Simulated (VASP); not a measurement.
# Si2MoN4 in VASP: relaxation of cell and atoms with revPBE+D3(BJ)

Aim: the relaxation of cell and atoms of Si2MoN4 with revPBE+D3(BJ).

Everything below comes from runs of VASP 6.6.1. Logs are shortened: lines on timing, memory, paths and dates and some standing lists are left out, and cuts for length are marked.

## (1) The sheet as given

The cell holds a sheet with vacuum, 7 atoms: a = 2.910 Å, b = 2.910 Å, c = 23.000 Å, α = 90.00°, β = 90.00°, γ = 120.00°.

The cell was built by a generator and needn't be a form met in nature.

## (2) Relaxation of cell and atoms, revPBE+D3(BJ)

Input file INCAR:

```
ALGO = Fast
EDIFF = 1E-6
EDIFFG = -0.005
ENCUT = 600
GGA = RE
IBRION = 2
ISIF = 3
ISMEAR = 0
IVDW = 12
KPAR = 2
LASPH = True
LATTICE_CONSTRAINTS = .TRUE. .TRUE. .FALSE.
LCHARG = False
LREAL = False
LWAVE = False
NELM = 120
NSW = 40
PREC = Accurate
SIGMA = 0.03
```

Input file KPOINTS:

```
k-points
0
Gamma
  18 18 1
```

Input file POSCAR:

```
Si2MoN4
1.0
    2.9100000000      0.0000000000      0.0000000000
   -1.4550000000      2.5201339300      0.0000000000
    0.0000000000      0.0000000000     23.0000000000
N Si Mo
4 2 1
Direct
    0.3333330000      0.6666670000      0.3478260900
    0.6666670000      0.3333330000      0.4456521700
    0.6666670000      0.3333330000      0.5543478300
    0.3333330000      0.6666670000      0.6521739100
    0.6666670000      0.3333330000      0.3695652200
    0.6666670000      0.3333330000      0.6304347800
    0.0000000000      0.0000000000      0.5000000000
```

Potentials or basis: VASP PAW PBE potentials, release 64 (N, Si, Mo_sv).

The run is started by

```sh
cat potpaw_PBE.64/N/POTCAR potpaw_PBE.64/Si/POTCAR potpaw_PBE.64/Mo_sv/POTCAR > POTCAR
mpirun -np 2 vasp_std > vasp.out
```

OUTCAR:

```text
EDIFF = 1E-6
   EDIFFG = -0.005
   ENCUT = 600
   GGA = RE
   IBRION = 2
   ISIF = 3
   ISMEAR = 0
   IVDW = 12
   LASPH = True
   LREAL = False
   NELM = 120
   NSW = 40
   PREC = Accurate
 IVDW          = 12

 ion  position               nearest neighbor table
   1  0.333  0.667  0.348-   5 1.75   5 1.75   5 1.75
   2  0.667  0.333  0.446-   5 1.75   7 2.09   7 2.09   7 2.09
   3  0.667  0.333  0.554-   6 1.75   7 2.09   7 2.09   7 2.09
   4  0.333  0.667  0.652-   6 1.75   6 1.75   6 1.75
   5  0.667  0.333  0.370-   2 1.75   1 1.75   1 1.75   1 1.75
   6  0.667  0.333  0.630-   3 1.75   4 1.75   4 1.75   4 1.75
   7  0.000  0.000  0.500-   2 2.09   3 2.09   2 2.09   3 2.09   2 2.09   3 2.09

  LATTYP: Found a hexagonal cell.
 ALAT       =     2.9100000000
 C/A-ratio  =     7.9037800687

  Lattice vectors:

 A1 = (   2.9100000000,   0.0000000000,   0.0000000000)
 A2 = (  -1.4550000000,   2.5201339300,   0.0000000000)
 A3 = (   0.0000000000,   0.0000000000,  23.0000000000)

Analysis of symmetry for initial positions (statically):
=====================================================================
 Subroutine PRICEL returns:
 Original cell was already a primitive cell.

 Routine SETGRP: Setting up the symmetry group for a
 hexagonal supercell.

 Subroutine GETGRP returns: Found 12 space group operations
 (whereof 12 operations were pure point group operations)
 out of a pool of 24 trial point group operations.

The static configuration has the point symmetry D_3h.

Analysis of symmetry for dynamics (positions and initial velocities):
=====================================================================
 Subroutine PRICEL returns:
 Original cell was already a primitive cell.

 Routine SETGRP: Setting up the symmetry group for a
 hexagonal supercell.

 Subroutine GETGRP returns: Found 12 space group operations
 (whereof 12 operations were pure point group operations)
 out of a pool of 24 trial point group operations.

The dynamic configuration has the point symmetry D_3h.

 Subroutine INISYM returns: Found 12 space group operations
 (whereof 12 operations are pure point group operations),
 and found     1 'primitive' translations

----------------------------------------------------------------------------------------

                                     Primitive cell

  volume of cell :     168.6726

  direct lattice vectors                    reciprocal lattice vectors
     2.910000000  0.000000000  0.000000000     0.343642612  0.198402154  0.000000000
    -1.455000000  2.520133930  0.000000000     0.000000000  0.396804308  0.000000000
     0.000000000  0.000000000 23.000000000     0.000000000  0.000000000  0.043478261

  length of vectors
     2.910000000  2.910000004 23.000000000     0.396804309  0.396804308  0.043478261

  position of ions in fractional coordinates (direct lattice)
     0.333333000  0.666667000  0.347826090
     0.666667000  0.333333000  0.445652170
     0.666667000  0.333333000  0.554347830
     0.333333000  0.666667000  0.652173910
     0.666667000  0.333333000  0.369565220
     0.666667000  0.333333000  0.630434780
     0.000000000  0.000000000  0.500000000

  ion indices of the primitive-cell ions
   primitive index   ion index
                 1           1
                 2           2
                 3           3
                 4           4
                 5           5
                 6           6
                 7           7

----------------------------------------------------------------------------------------

 KPOINTS: k-points

Automatic generation of k-mesh.
 Grid dimensions read from file:
 generate k-points for:   18   18    1

 Generating k-lattice:

  Cartesian coordinates                     Fractional coordinates (reciprocal lattice)
     0.019091256  0.011022342  0.000000000     0.055555556  0.000000000  0.000000000
     0.000000000  0.022044684  0.000000000     0.000000000  0.055555556  0.000000000
     0.000000000  0.000000000  0.043478261     0.000000000  0.000000000  1.000000000

  Length of vectors
     0.022044684  0.022044684  0.043478261

  Shift w.r.t. Gamma in fractional coordinates (k-lattice)
     0.000000000  0.000000000  0.000000000

 Subroutine IBZKPT returns following result:
 ===========================================

 Found     37 irreducible k-points:

 Following reciprocal coordinates:
            Coordinates               Weight
  0.000000  0.000000  0.000000      1.000000
  0.055556  0.000000  0.000000      6.000000
  0.111111  0.000000  0.000000      6.000000
  0.166667 -0.000000  0.000000      6.000000
  0.222222  0.000000  0.000000      6.000000
  0.277778 -0.000000  0.000000      6.000000
[... 16 lines left out ...]
  0.333333  0.111111  0.000000     12.000000
  0.388889  0.111111  0.000000     12.000000
 [... further k-points ...]
   k-points           NKPTS =     37   k-points in BZ     NKDIM =     37   number of bands    NBANDS=     25
   number of dos      NEDOS =    301   number of ions     NIONS =      7
   total plane-waves  NPLWV = 110592
   dimension x,y,z NGX =    24 NGY =   24 NGZ =  192
   dimension x,y,z NGXF=    48 NGYF=   48 NGZF=  384
   ions per type =               4   2   1
   NGX,Y,Z   is equivalent  to a cutoff of  13.71, 13.71, 13.88 a.u.
   NGXF,Y,Z  is equivalent  to a cutoff of  27.42, 27.42, 27.76 a.u.
 SYSTEM =  unknown system
   PREC   = accura    normal or accurate (medium, high low for compatibility)
   ISTART =      0    job   : 0-new  1-cont  2-samecut
   ICHARG =      2    charge: 1-file 2-atom 10-const
   ISPIN  =      1    spin polarized calculation?
   LNONCOLLINEAR =      F non collinear calculations
   LSORBIT =      F    spin-orbit coupling
   LASPH  =      T    aspherical Exc in radial PAW
   ENCUT  =  600.0 eV  44.10 Ry    6.64 a.u.   5.81  5.81 45.94*2*pi/ulx,y,z
   NELM   =    120;   NELMIN=  2; NELMDL= -5     # of ELM steps
   EDIFF  = 0.1E-05   stopping-criterion for ELM
   LREAL  =      F    real-space projection
   EDIFFG = -.5E-02   stopping-criterion for IOM
   NSW    =     40    number of steps for IOM
   IBRION =      2    ionic relax: 0-MD 1-quasi-New 2-CG
   NFREE  =      1    steps in history (QN), initial steepest desc. (CG)
   ISIF   =      3    stress and relaxation
   ISYM   =      2    0-nonsym 1-usesym 2-fastsym
   POTIM  = 0.5000    time-step for ionic-motion
   TEBEG  =    0.0;   TEEND  =   0.0 temperature during run
   PSTRESS=    0.0 pullay stress
   NELECT =      42.0000    total number of electrons
   NUPDOWN=      -1.0000    fix difference up-down
   EMIN   =  10.00;   EMAX   =-10.00  energy-range for DOS
   EFERMI =   0.00;   METHOD = LEGACY
   ISMEAR =     0;   SIGMA  =   0.03  broadening in eV -4-tet -1-fermi 0-gaus
   EFERMI_NEDOS =   21; number of points for ismear=-14 and -15
   IALGO  =     68    algorithm
   IMIX   =      4    mixing-type and parameters
     AMIX     =   0.40;   BMIX     =  1.00
     AMIX_MAG =   1.60;   BMIX_MAG =  1.00
  volume/ion in A,a.u.               =      24.10       162.61
  Fermi-wavevector in a.u.,A,eV,Ry     =   1.029935  1.946295 14.432597  1.060766
  Thomas-Fermi vector in A             =   2.164008
   LORBIT       =      0    0 simple, 1 ext, 2 COOP (PROOUT), +10 PAW based schemes
   GGA     = RE    functional components
   LHFCALC =     F    Hartree Fock is set to
   AEXX    =    0.0000 exact exchange contribution
   IVDW    =    12    specifies the selected vdW correction
   LEPSILON=     F    determine dielectric tensor
   LRPA    =     F    only Hartree local field effects (RPA)
 conjugate gradient relaxation of ions
 non-spin polarized calculation
 RMM-DIIS sequential band-by-band and
 Gauss-broadening in eV      SIGMA  =   0.03
  energy-cutoff  :      600.00
  volume of cell :      168.67
 maximum number of plane-waves:      5664
 NGX is ok and might be reduce to    24
   NGX = 11   NGY = 11   NGZ = 91

--------------------------------------- Ionic step        1  -------------------------------------------

 number of electron      42.0000001 magnetization

 Free energy of the ion-electron system (eV)
  ---------------------------------------------------
  ext. energy  EPLUGINS =         0.00000000
  ---------------------------------------------------
  free energy    TOTEN  =       -59.30367867 eV

  energy without entropy =      -59.30367867  energy(sigma->0) =      -59.30367867

------------------------ aborting loop because EDIFF is reached ----------------------------------------

 Edisp (eV)   -3.70002

 E8    (eV) :    -2.4679

  FORCE on cell =-STRESS in cart. coord.  units (eV):
  Direction    XX          YY          ZZ          XY          YZ          ZX
  --------------------------------------------------------------------------------------
  -------------------------------------------------------------------------------------
  Total      -2.66746    -2.66746    -2.07020     0.00000    -0.00000     0.00000
  in kB     -25.33755   -25.33755   -19.66428     0.00000    -0.00000     0.00000
  external pressure =      -23.45 kB  Pullay stress =        0.00 kB
[... 112 lines left out ...]
  FREE ENERGIE OF THE ION-ELECTRON SYSTEM (eV)
  ---------------------------------------------------
  free  energy   TOTEN  =       -63.0327438680 eV

  energy  without entropy=      -63.0327438680  energy(sigma->0) =      -63.03274387

[... ionic steps 4 to 10 ...]

--------------------------------------- Ionic step       11  -------------------------------------------

 number of electron      41.9999997 magnetization

------------------------ aborting loop because EDIFF is reached ----------------------------------------

 Edisp (eV)   -3.77670

 E8    (eV) :    -2.5196
[... 79 lines left out ...]
  energy  without entropy=      -63.0342711124  energy(sigma->0) =      -63.03427111

--------------------------------------- Ionic step       13  -------------------------------------------

 number of electron      41.9999997 magnetization

 Free energy of the ion-electron system (eV)
  ---------------------------------------------------
  ext. energy  EPLUGINS =         0.00000000
  ---------------------------------------------------
  free energy    TOTEN  =       -59.25803249 eV

  energy without entropy =      -59.25803249  energy(sigma->0) =      -59.25803249

 E-fermi :   0.9736     XC(G=0):  -5.3914

 val. band max:        0.7478153942   @ k =   0.0000   0.0000   0.0000
 cond. band min:       2.5887758322   @ k =   0.3333   0.3333   0.0000
 fundamental gap:      1.8409604380
 Fermi energy:         0.9736053067

 k-point     1 :       0.0000    0.0000    0.0000
  band No.  band energies     occupation
      1     -60.6050      2.00000
      2     -34.7372      2.00000
      3     -34.2938      2.00000
      4     -34.2938      2.00000
      5     -18.1155      2.00000
      6     -18.0116      2.00000
[... 661 lines left out ...]
     24       4.3925      0.00000
     25       4.7119      0.00000

 [... further k-points ...]

------------------------ aborting loop because EDIFF is reached ----------------------------------------

 Edisp (eV)   -3.77626

 E8    (eV) :    -2.5193

  FORCE on cell =-STRESS in cart. coord.  units (eV):
  Direction    XX          YY          ZZ          XY          YZ          ZX
  --------------------------------------------------------------------------------------
  -------------------------------------------------------------------------------------
  Total      -0.00481    -0.00481    -0.11107    -0.00000     0.00000     0.00000
  in kB      -0.04645    -0.04645    -1.07265    -0.00000     0.00000     0.00000
  external pressure =       -0.39 kB  Pullay stress =        0.00 kB
[... 22 lines left out ...]
  FREE ENERGIE OF THE ION-ELECTRON SYSTEM (eV)
  ---------------------------------------------------
  free  energy   TOTEN  =       -63.0342927589 eV

  energy  without entropy=      -63.0342927589  energy(sigma->0) =      -63.03429276

 reached required accuracy - stopping structural energy minimisation
```

Run time: 13 min. Hardware: 2 MPI ranks of Intel Xeon Platinum 8488C (Sapphire Rapids), shared host; peak memory 0.47 GiB.

What came out:

```yaml
Free_energy: -63.0343 eV
Relaxed_volume: 23.70 Å³/atom
Relaxed_cell: a = 2.886 Å, b = 2.886 Å, c = 23.000 Å, α = 90.00°, β = 90.00°, γ = 120.00°
Space_group_after_relaxing_to_0.05_Å: P-6m2 (No. 187)
Energy_gained_by_relaxing: 4.4 meV/atom
Ionic_steps: 13
Largest_force_after_relaxing: 0.005 eV/Å
Band_gap_on_the_k_mesh: 1.84 eV, indirect (least direct gap 2.14 eV)
Dispersion_energy_per_atom: -0.539 eV
```

Forces in eV/Å, atoms in the order of the input:
```
N    0.000  0.000  0.000
N    0.000  0.000  0.005
N    0.000  0.000 -0.005
N    0.000  0.000  0.000
Si   0.000  0.000 -0.001
Si   0.000  0.000  0.001
Mo   0.000  0.000  0.000
```

Step by step:
| step | energy change (eV) | largest force (eV/Å) | pressure (GPa) | volume (Å³) |
| --- | --- | --- | --- | --- |
| 1 | 0.0000 | 0.4426 | -2.34 | 168.67 |
| 2 | 0.0045 | 0.0937 | 2.52 | 162.53 |
| 3 | -0.0290 | 0.1859 | -0.09 | 165.68 |
| 4 | -0.0287 | 0.2241 | -0.25 | 165.94 |
| 5 | -0.0300 | 0.1038 | -0.17 | 165.80 |
| 6 | -0.0302 | 0.0671 | -0.13 | 165.81 |
| 7 | -0.0303 | 0.0375 | -0.14 | 165.81 |
| 8 | -0.0304 | 0.0309 | -0.11 | 165.82 |
| 9 | -0.0306 | 0.0071 | -0.04 | 165.87 |
| 10 | -0.0306 | 0.0058 | -0.03 | 165.87 |
| 11 | -0.0306 | 0.0055 | -0.02 | 165.87 |
| 12 | -0.0306 | 0.0195 | -0.08 | 165.96 |
| 13 | -0.0306 | 0.0050 | -0.04 | 165.90 |

Final structure:
```
CELL_PARAMETERS angstrom
2.88595 0.00000 0.00000
-1.44297 2.49930 0.00000
0.00000 0.00000 23.00000
ATOMIC_POSITIONS crystal
N 0.33333 0.66667 0.34791
N 0.66667 0.33333 0.44586
N 0.66667 0.33333 0.55414
N 0.33333 0.66667 0.65209
Si 0.66667 0.33333 0.37039
Si 0.66667 0.33333 0.62961
Mo 0.00000 0.00000 0.50000
```

Caveat: the PAW data sets were made with another functional, which shifts forces and pressure a little.
